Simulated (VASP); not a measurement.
Rh, 1 atom in the cell. It takes space group Fm-3m (No. 225, cubic). The conventional cell has a = 3.854 Å, b = 3.854 Å, c = 3.854 Å, α = 90.00°, β = 90.00°, γ = 90.00°. Rh (site symmetry m-3m) has 12 Rh at 2.72 Å as nearest neighbours. 

```yaml
Program: VASP 6.6.1
Task: band structure
Functional: RPBE
Potentials_or_basis: VASP PAW PBE potentials, release 64 (Rh_pv)
Cutoff: 520 eV
k_mesh: 16 × 16 × 16
Occupations: methfessel-paxton, width 0.1 eV
Spin: no spin polarisation
Further_INCAR_settings: ALGO = Normal; EDIFF = 1e-07; NBANDS = 14
```

Potentials or basis: VASP PAW PBE potentials, release 64 (Rh_pv).

The run is started by

```sh
$ cat potpaw_PBE.64/Rh_pv/POTCAR > POTCAR
$ mpirun -np 1 vasp_std > vasp.out
```

Hardware: 1 thread of AMD EPYC 9R45 96-Core Processor (Zen 5), with other jobs on the host.

**Question.** Estimate the wall time of this run.

**Answer.** Run time: 16 s on 1 thread of AMD EPYC 9R45 96-Core Processor (Zen 5), on a shared host, peak memory 0.13 GiB. Counts: scf iterations 21, k points 145.
